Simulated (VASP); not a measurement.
Consider the following.

```
HfS
1.0
    3.35240     0.00000     0.00000
   -1.67620     2.90326     0.00000
    0.00000     0.00000     3.40710
Hf S
1 1
Direct
  0.00000   0.00000   0.00000
  0.66667   0.33333   0.50000
```

Method: PBEsol GGA, VASP's PBE PAW potentials (set 64) (plane waves; VASP 6.6.1). Run with 400 eV cut-off, 14×14×12 Γ-centred mesh, tetrahedra with Blöchl corrections, potentials Hf_pv S.

Unless said otherwise, spin-orbit coupling is left out, though it shifts the bands of the heavy elements here.

Q: Estimate the energy per atom (σ→0), band gap (on the k-mesh) with the smallest direct gap where there is one.

A: 
| Quantity | Value |
|---|---|
| band gap (on the k-mesh) | none (metal, semimetal or under 0.01 eV) |
| energy per atom (σ→0) | -9.104 eV/atom |

The structure comes from a computed database's HfS entry (P-6m2); how it stands against other phases isn't given here. It was relaxed first.
